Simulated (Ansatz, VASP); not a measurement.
# Ga2O3 in two plane-wave programs

One calculation is typed for both programs; each brings its own data sets. How far apart do they land? The cell is taken from a series of runs on this material, whose earlier steps may have relaxed, scaled, displaced or heated it; both programs get it as it stands.

Main program and level: Ansatz 0.2.0; plane waves, with VASP 6.6.1 beside it; single point at HSE06.

### Step 1. The starting structure

It takes space group C2/m (No. 12, monoclinic). The conventional cell has a = 12.214 Å, b = 3.037 Å, c = 5.798 Å, α = 90.00°, β = 103.83°, γ = 90.00°. Nearest to Ga lie 4 O at 1.83 to 1.86 Å. Nearest to Ga lie 6 O at 1.93 to 2.07 Å. Nearest to O lie 3 Ga at 1.83 to 1.94 Å. O has 4 Ga at 1.86 to 2.07 Å nearest. Nearest to O lie 3 Ga at 1.84 to 1.93 Å. Farther neighbours and most contacts between anions are not listed.

Coordinates:

```cif
data_structure
_symmetry_space_group_name_H-M 'P 1'
_symmetry_Int_Tables_number 1
_cell_length_a 6.2930
_cell_length_b 6.2930
_cell_length_c 5.7981
_cell_angle_alpha 103.414
_cell_angle_beta 103.414
_cell_angle_gamma 27.928
_cell_volume 104.42
loop_
_atom_site_label
_atom_site_type_symbol
_atom_site_fract_x
_atom_site_fract_y
_atom_site_fract_z
_atom_site_occupancy
Ga1 Ga 0.09073 0.09073 0.79498 1
Ga2 Ga 0.90927 0.90927 0.20502 1
Ga3 Ga 0.65884 0.65884 0.31428 1
Ga4 Ga 0.34116 0.34116 0.68572 1
O5 O 0.16498 0.16498 0.10921 1
O6 O 0.83502 0.83502 0.89079 1
O7 O 0.17310 0.17310 0.56289 1
O8 O 0.82690 0.82690 0.43711 1
O9 O 0.49624 0.49624 0.25571 1
O10 O 0.50376 0.50376 0.74429 1
```

### Step 2. Ansatz: single point, HSE06

Ansatz runs on PAW files that the input asks for by source.

A single point gives forces, pressure and levels at one fixed geometry, so differences don't come from the geometry; what else differs is listed under the comparison.

File input.yaml:

```yaml
crystal:
  lattice:
    - [6.107, -1.51855, 0.0]
    - [6.107, 1.51855, 0.0]
    - [-1.3859889, 0.0, 5.63000874]
  atoms:
    - { symbol: Ga, position: [0.0907257161, 0.0907257161, 0.7949827243] }
    - { symbol: Ga, position: [0.9092742839, 0.9092742839, 0.2050172757] }
    - { symbol: Ga, position: [0.6588354858, 0.6588354858, 0.3142837562] }
    - { symbol: Ga, position: [0.3411645142, 0.3411645142, 0.6857162438] }
    - { symbol: O, position: [0.1649755202, 0.1649755202, 0.1092149221] }
    - { symbol: O, position: [0.8350244798, 0.8350244798, 0.8907850779] }
    - { symbol: O, position: [0.1730977481, 0.1730977481, 0.5628885815] }
    - { symbol: O, position: [0.8269022519, 0.8269022519, 0.4371114185] }
    - { symbol: O, position: [0.4962434269, 0.4962434269, 0.2557091363] }
    - { symbol: O, position: [0.5037565731, 0.5037565731, 0.7442908637] }
kpoints:
  mp_grid: { grid: [4, 4, 2] }
hamiltonian:
  xc: hse06
  pseudopotentials: { kind: paw, source: ansatz }
scf:
  occupations: { method: fixed }
  n_extra_bands: 7
  lower_state_search: "off"
  convergence: { dr2_threshold: 1.0e-09 }
output:
  eigenvalues: true
```

The run is started by

```sh
$ ansatz run input.yaml --threads 16 --pin off --max-ram 73728MiB --backend cpu --events-out ev --progress --plain --runs-dir out
```

Numbers of over 12 decimals in the logs are rounded to 6 here.

Log:

```text
basis.fft_grid_basis auto: the FFT boxes are laid along the combinations [[1, -1, 0], [0, 1, 0], [0, 0, 1]] of the cell's own vectors, 3.037, 6.293 and 5.798 Å long. The dense box has 36×75×72 points. Along the cell's own vectors, as sized, it would have 75×75×72, 2.08 times as many. Of the 4 symmetry operations that the crystal satisfies within crystal.symmetry.tolerance (time reversal apart; of a slab, those that k [...]
scf.n_extra_bands = 7 over 60 filled bands (N_el = 120.0): the run solves 67 bands
Engine: ansatz 0.2.0, aarch64-unknown-linux-gnu
Pseudopotentials: kind: paw
Pseudopotential: Ga, paw, valence charge 21, recommended cutoff 1020 eV (normal), Ga.paw.azcp
Pseudopotential: O, paw, valence charge 6, recommended cutoff 930 eV (normal), O.paw.azcp
Functional definition: HSE06
  parameter a = 0.25
  parameter omega = 0.11/bohr
  exchange = pbe_x - a*pbe_x_sr(omega) + a*exact_x_sr(omega)
  correlation = pbe_c
davidson cushion auto → on  (no smearing: the cushion is to keep the highest requested band from converging to the state above it; pin scf.eigensolver.cushion to override)
Crystal: 10 atoms, lattice volume = 104.423 Å³
Basis set: ecut = 1020 eV, 7707 PW (Γ), FFT grids on a1−a2, a2, a3
Bands: 67, of which v1, the nominal top of the filled ones, is band 60 counted from 1 (59 counted from 0)
Symmetry: 4 space group operations
Space group: C2/m (ITA 12), of the structure as read, at distance tolerance 4.7e-5 Å
k-points: 14 of 32
Non-local potential: Ga, projectors of the file, l = 0: 3, l = 1: 3, l = 2: 3, l = 3: 2
Non-local potential: O, projectors of the file, l = 0: 2, l = 1: 2, l = 2: 1
PAW form: soft (Blöchl's): semilocal exchange-correlation on the pseudo side does not see the compensation charge
PAW frozen core: Ga, regenerated for the run's functional, and the local potential with it (the file was generated under x = pbe(κ = 0.804, μ = 0.219515), c = pbe(β = 0.066725))
PAW frozen core: O, regenerated for the run's functional, and the local potential with it (the file was generated under x = pbe(κ = 0.804, μ = 0.219515), c = pbe(β = 0.066725))
PAW one-centre angular grid: Ga, 590 points (default); XC on 64 Gauss nodes
PAW one-centre angular grid: O, 110 points (default); XC on 64 Gauss nodes
Initial density: superposition of atomic densities (chi_scale 0.1, normalization cell, long waves kept (reshape's long-wave potential 0.03 eV rms))
Initial wavefunctions: pseudopotential atomic-orbital guess
Functional: x = pbe(κ = 0.804, μ = 0.219515), c = pbe(β = 0.066725), warm-up for x = pbe(κ = 0.804, μ = 0.219515) + 0.25 (exact − pbe) at short range (hse, ω = 0.207870 Å⁻¹), c = pbe(β = 0.066725); HSE06 as pw.x's `hse` composes it (authors' and Libxc's form: `xc: wpbeh`)
SCF iter   1: F=—  HF=-37066.296074 eV  |F-HF|=—  |Δ(HF+E_count)|=         —  Δρ=1.51e-1  dr2=1.00e1  ethr=1.00e-1  ⟨swp⟩=4.0  Hψ=2589  notcnv=0
preconditioner: auto → none  [insulator: Δε(μ)=2.459 eV  Ē_g=18.166 eV  n_scr=42 (ndim 8)  ℏωp=34.1 eV  f_vac=0.002]
SCF iter   2: F=—  HF=-37064.259864 eV  |F-HF|=—  |Δ(HF+E_count)|=    2.04e0  Δρ=7.53e-2  dr2=1.20e0  ethr=8.34e-3  ⟨swp⟩=4.0  Hψ=3030  notcnv=0
SCF iter   3: F=—  HF=-37063.889590 eV  |F-HF|=—  |Δ(HF+E_count)|=   3.70e-1  Δρ=2.44e-2  dr2=2.00e-1  ethr=9.99e-4  ⟨swp⟩=4.0  Hψ=2588  notcnv=0
SCF iter   4: F=—  HF=-37063.935748 eV  |F-HF|=—  |Δ(HF+E_count)|=   4.62e-2  Δρ=1.45e-2  dr2=2.08e-1  ethr=1.67e-4  ⟨swp⟩=3.0  Hψ=2427  notcnv=0
iter 5 solved again at ethr=2.21e-6 eV; its pass at ethr=1.67e-4 eV (dr2=2.65e-3 eV) is discarded
SCF iter   5: F=—  HF=-37063.888024 eV  |F-HF|=—  |Δ(HF+E_count)|=   4.77e-2  Δρ=1.71e-3  dr2=2.73e-3  ethr=2.21e-6  ⟨swp⟩=3.7  Hψ=4599  notcnv=0
SCF iter   6: F=-37063.887214 eV  HF=-37063.887336 eV  |F-HF|=1.22e-4  |Δ(HF+E_count)|=   6.88e-4  Δρ=8.81e-4  dr2=4.38e-4  ethr=2.21e-6  ⟨swp⟩=3.0  Hψ=2306  notcnv=0
SCF 1 stopped early in 6 iterations: F = -37063.887214 eV  dr2 = 4.38e-4
  greatest PAW one-centre occupation: 0.995 electrons in one spin orbital (limit 2), on the Ga atom at site 1 (counted from 0), in its partial waves of l = 0
Initial density: handed on by an earlier stage of this run
Initial wavefunctions: those handed on with the density
Functional: x = pbe(κ = 0.804, μ = 0.219515) + 0.25 (exact − pbe) at short range (hse, ω = 0.207870 Å⁻¹), c = pbe(β = 0.066725); HSE06 as pw.x's `hse` composes it (authors' and Libxc's form: `xc: wpbeh`)
Exchange kernel: α = 0.2500, screened, ω = 0.2079 Å⁻¹, Wigner–Seitz truncation, v(0) = 997.9848 eV·Å³, q-mesh 4×4×2, nearest image of the exchange supercell L = 11.60 Å, pair-density grid 32×64×60, without the augmentation charges, whose exchange is taken in its separable form by FFT convolution over the k-point mesh (the finest that the files' search goes to), smooth part of the exact exchange by density-matrix convolution
Frozen-core exchange: fock
SCF iter   1: F=—  HF=-37065.432347 eV  |F-HF|=—  |Δ(HF+E_count)|=         —  Δρ=2.25e-2  dr2=2.12e-1  ethr=3.65e-6  ⟨swp⟩=6.8  Hψ=4756  notcnv=0
preconditioner: auto → none  [insulator: Δε(μ)=4.230 eV  Ē_g=20.042 eV  n_scr=42 (ndim 8)  ℏωp=34.1 eV  f_vac=0.063]
SCF iter   2: F=—  HF=-37065.372032 eV  |F-HF|=—  |Δ(HF+E_count)|=   6.03e-2  Δρ=5.41e-3  dr2=1.51e-2  ethr=3.65e-6  ⟨swp⟩=4.0  Hψ=3597  notcnv=0
SCF iter   3: F=—  HF=-37065.420971 eV  |F-HF|=—  |Δ(HF+E_count)|=   4.89e-2  Δρ=3.66e-3  dr2=9.59e-3  ethr=3.65e-6  ⟨swp⟩=4.0  Hψ=3194  notcnv=0
[...]
SCF iter   6: F=—  HF=-37065.418853 eV  |F-HF|=—  |Δ(HF+E_count)|=   6.18e-4  Δρ=3.12e-4  dr2=8.30e-5  ethr=1.91e-8  ⟨swp⟩=4.6  Hψ=3723  notcnv=0
SCF iter   7: F=-37065.418829 eV  HF=-37065.418830 eV  |F-HF|=7.59e-7  |Δ(HF+E_count)|=   2.31e-5  Δρ=4.22e-5  dr2=2.52e-6  ethr=1.91e-8  ⟨swp⟩=3.0  Hψ=2501  notcnv=0
SCF 2 stopped early in 7 iterations: F = -37065.418829 eV  dr2 = 2.52e-6
hybrid outer 1: dexx = +5.460e-2 eV, tail = 6.90e-5 eV
Exchange kernel: α = 0.2500, screened, ω = 0.2079 Å⁻¹, Wigner–Seitz truncation, v(0) = 997.9848 eV·Å³, q-mesh 4×4×2, nearest image of the exchange supercell L = 11.60 Å, pair-density grid 32×64×60, without the augmentation charges, whose exchange is taken in its separable form by FFT convolution over the k-point mesh (the finest that the files' search goes to), smooth part of the exact exchange by density-matrix convolution
Frozen-core exchange: fock
SCF iter   1: F=—  HF=-37065.417664 eV  |F-HF|=—  |Δ(HF+E_count)|=         —  Δρ=1.51e-4  dr2=7.59e-6  ethr=2.87e-7  ⟨swp⟩=3.4  Hψ=2108  notcnv=0
preconditioner: auto → none  [insulator: Δε(μ)=4.270 eV  Ē_g=19.939 eV  n_scr=42 (ndim 8)  ℏωp=34.1 eV  f_vac=0.074]
iter 2 solved again at ethr=3.82e-10 eV; its pass at ethr=5.70e-9 eV (dr2=4.58e-7 eV) is discarded
SCF iter   2: F=—  HF=-37065.417665 eV  |F-HF|=—  |Δ(HF+E_count)|=   5.78e-7  Δρ=3.37e-5  dr2=7.11e-7  ethr=3.82e-10  ⟨swp⟩=2.0  Hψ=5260  notcnv=0
SCF iter   3: F=—  HF=-37065.417667 eV  |F-HF|=—  |Δ(HF+E_count)|=   1.57e-6  Δρ=2.23e-5  dr2=2.04e-7  ethr=3.82e-10  ⟨swp⟩=4.9  Hψ=2296  notcnv=0  defer=3
SCF iter   4: F=—  HF=-37065.417666 eV  |F-HF|=—  |Δ(HF+E_count)|=   4.27e-8  Δρ=8.19e-6  dr2=2.56e-8  ethr=1.56e-10  ⟨swp⟩=3.0  Hψ=2354  notcnv=0
SCF iter   5: F=—  HF=-37065.417667 eV  |F-HF|=—  |Δ(HF+E_count)|=   4.61e-8  Δρ=2.29e-6  dr2=4.06e-9  ethr=1.79e-11  ⟨swp⟩=5.1  Hψ=2989  notcnv=0  defer=6
SCF iter   6: F=—  HF=-37065.417667 eV  |F-HF|=—  |Δ(HF+E_count)|=  4.73e-10  Δρ=2.51e-6  dr2=5.87e-9  ethr=5.77e-12 (applied; sched 3.18e-12)  ⟨swp⟩=3.4  Hψ=2585  notcnv=0
SCF iter   7: F=-37065.417667 eV  HF=-37065.417667 eV  |F-HF|=2.18e-11  |Δ(HF+E_count)|=   1.62e-9  Δρ=1.49e-7  dr2=2.73e-10  ethr=5.24e-12 (applied; sched 3.18e-12)  ⟨swp⟩=3.0  Hψ=2330  notcnv=0
SCF 3 converged in 7 iterations: F = -37065.417667 eV  dr2 = 2.73e-10
hybrid outer 2: dexx = +4.715e-7 eV, tail = 8.93e-9 eV, Δε = 5.21e-3 eV (about 8.58e-5 eV left of the loop's levels)
the search or the solves at the SCF's close seem to have found levels that the self-consistency loop had missed (the run counts 1). By its estimate they hold under 1e-12 electrons; where the run keeps them, the occupations were computed again with them
hybrid SCF converged: 2 outer / 14 inner (+6 warm-up), last move |dexx| = 4.71e-7 eV, tail = 8.93e-9 eV
Stability not checked: this state was not tested for a lower state beside it, because the functional holds exact exchange (a hybrid, or Hartree-Fock), whose exchange loop this test does not read (fock_operator; see scf.lower_state_search)
Free energy (F): -37065.417665 eV
Frozen-core exchange: fock
Harris-Foulkes:  -37065.417665 eV  (|F-HF|=2.18e-11)
Internal energy: -37065.417665 eV  (E = F + TS)
E sigma→0 (E₀):  -37065.417665 eV
Fermi energy:    8.143736 eV
--- Per-component energies (eV) ---
  E_band       = -3435.205703
  E_kinetic    = 4626.763717
  E_local      = -37304.629899  (includes V_loc(G=0)·N_el)
  E_nonlocal   = 7670.655362
  E_hartree    = 13902.097592
  E_xc         = -939.876320
  E_vxc        = -1202.874359  (∫ρ·V_xc dr)
  E_exx        = -656.097355  (= α·E_x^exact, valence–valence)
  E_paw        = -8754.172220  (= ΣΔE_a)
  E_vpaw       = -3717.122305  (= ΣTr[D̂ρ^β])
  E_aug_tail   = 0.000481  (compensation charges beyond the density's cutoff)
  E_ewald      = -15609.091644
  E_core_change = -1.067380  (= ΣΔE_core)
  E_smearing   = -0.000000  (= −TS)
  E_closure    = -0.000000  (closes the sum)
  Σ components = -37065.417665   (vs F -37065.417665, Δ=0.00e0)
--- Band table (eV; the first three rows and the last of 14) ---
  k-point 0: bands = [... 56 lower, 7.5396, 7.6782, 7.9109, 8.1378, 12.4136, 15.9121, 16.8434, 17.0534, ... 3 higher]
  k-point 1: bands = [... 56 lower, 7.4521, 7.5810, 7.7665, 7.8463, 14.8601, 14.9868, 17.0425, 17.5297, ... 3 higher]
  k-point 2: bands = [... 56 lower, 7.1134, 7.3803, 7.6096, 8.0820, 14.8281, 16.5155, 17.3119, 18.3625, ... 3 higher]
  k-point 13: bands = [... 56 lower, 7.5519, 7.5883, 7.6331, 8.1437, 15.3417, 15.4466, 16.4520, 16.8062, ... 3 higher]
```

Reading the cycles: dr2 is the Hartree energy of the density residual (eV), the measure of convergence; HF is the Harris–Foulkes estimate of the energy, which meets the free energy F at convergence.

(Continued in part 2 of 2.)

[Lines on the potential files, build, host, timing and source positions are cut from VASP's logs without a mark.]

[Logs are printed without paths, hosts, clocks, repeated set-up lines and the standing remarks that a program may print on its own settings, such as how far it seeks lower states.]

[Hosts, paths, dates, database ids (printed as entryN), source tags and the programs' standing remarks are cut or masked in the printed files.]
